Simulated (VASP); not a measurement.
# In₃Cu: intraband terms of a metal's spectrum

In₃Cu, Pm-3m (no. 221), 4 atoms in the cell. PBE, independent-particle dielectric function; PAW potentials In_d, Cu (PBE set).

## Input

INCAR.step1:
```
SYSTEM = In3Cu
PREC = Accurate
ENCUT = 340
ISMEAR = 1
SIGMA = 0.1
EDIFF = 1E-7
LASPH = .True.
KPAR = 4
LWAVE = .False.
LCHARG = .True.
LMAXMIX = 4
```

INCAR.step2:
```
SYSTEM = In3Cu
PREC = Accurate
ENCUT = 340
ISMEAR = 0
SIGMA = 0.3
EDIFF = 1E-6
LASPH = .True.
KPAR = 4
LWAVE = .True.
LCHARG = .False.
LMAXMIX = 4
ICHARG = 11
NBANDS = 51
NEDOS = 3000
OMEGAMAX = 30
CSHIFT = 0.1
```

INCAR.step3, as INCAR.step2 but for:
```
- LWAVE = .True.
+ LWAVE = .False.
+ LOPTICS = .True.
+ ALGO = None
+ NELM = 1
+ ISTART = 1
```

INCAR.step4, as INCAR.step3 but for:
```
+ WPLASMAI = 0.03
```

INCAR.step5 to INCAR.step6 change the same tag again: WPLASMAI = 0.1, 0.3.

INCAR.step7, as INCAR.step6 but for:
```
- WPLASMAI = 0.3
+ RTIME = 1
```

INCAR.step8, as INCAR.step7 but for:
```
- RTIME = 1
+ RTIME = 40
```

INCAR.step9, as INCAR.step8 but for:
```
- RTIME = 40
+ LNABLA = .True.
```

INCAR.step10, as INCAR.step9 but for:
```
- ISMEAR = 0
- LNABLA = .True.
+ ISMEAR = -5
```

KPOINTS.step1:
```
k-points
0
Gamma
  6 6 6
```

KPOINTS.step2:
```
k-points
0
Gamma
  12 12 12
```

POSCAR:
```
In3Cu
1.0
    4.4827670000      0.0000000000      0.0000000000
    0.0000000000      4.4827670000      0.0000000000
    0.0000000000      0.0000000000      4.4827670000
In Cu
3 1
Direct
    0.5000000000      0.5000000000      0.0000000000
    0.5000000000      0.0000000000      0.5000000000
    0.0000000000      0.5000000000      0.5000000000
    0.0000000000      0.0000000000      0.0000000000
```

Commands (each step's output is kept before the next begins):
```
cat potpaw_PBE.64/In_d/POTCAR potpaw_PBE.64/Cu/POTCAR > POTCAR
cp INCAR.step1 INCAR
cp KPOINTS.step1 KPOINTS
mpirun -np 4 vasp_std > vasp.out
cp INCAR.step2 INCAR
cp KPOINTS.step2 KPOINTS
mpirun -np 4 vasp_std > vasp.out
cp INCAR.step3 INCAR
mpirun -np 4 vasp_std > vasp.out
cp INCAR.step4 INCAR
mpirun -np 4 vasp_std > vasp.out
cp INCAR.step5 INCAR
mpirun -np 4 vasp_std > vasp.out
cp INCAR.step6 INCAR
mpirun -np 4 vasp_std > vasp.out
cp INCAR.step7 INCAR
mpirun -np 4 vasp_std > vasp.out
cp INCAR.step8 INCAR
mpirun -np 4 vasp_std > vasp.out
cp INCAR.step9 INCAR
mpirun -np 4 vasp_std > vasp.out
cp INCAR.step10 INCAR
mpirun -np 4 vasp_std > vasp.out
```

## Result

- Bands: 51

One ground state, settings moved in the last step alone:

| Settings | Plasma frequency (eV) | Im ε at 0.5 eV | Im ε at 1 eV | Im ε at 2 eV | Im ε at 4 eV | Time (s) |
|---|---|---|---|---|---|---|
| interband part alone | 8.57 | 99.3 | 47.2 | 11.9 | 3.0 | 20 |
| Drude term, WPLASMAI 0.03 | 8.57 | 116.9 | 49.4 | 12.1 | 3.0 | 18 |
| Drude term, WPLASMAI 0.1 | 8.57 | 155.9 | 54.5 | 12.8 | 3.1 | 16 |
| Drude term, WPLASMAI 0.3 | 8.57 | 229.1 | 67.4 | 14.6 | 3.3 | 16 |
| relaxation time RTIME 1 fs | 8.57 | 241.0 | 80.9 | 17.3 | 3.7 | 16 |
| relaxation time RTIME 40 fs | 8.57 | 109.0 | 48.4 | 12.0 | 3.0 | 16 |
| transversal form (LNABLA) | 8.68 | 101.8 | 48.3 | 12.1 | 2.9 | 15 |
| tetrahedron method | – | – | – | – | – | no result |

Limits: Spin-orbit coupling is left out, which can matter with atoms this heavy.

VASP 6.6.1 took 178 s on 4 cores (Intel Xeon Platinum 8259CL @ 2.50GHz (Skylake/Cascade Lake)), a shared host.
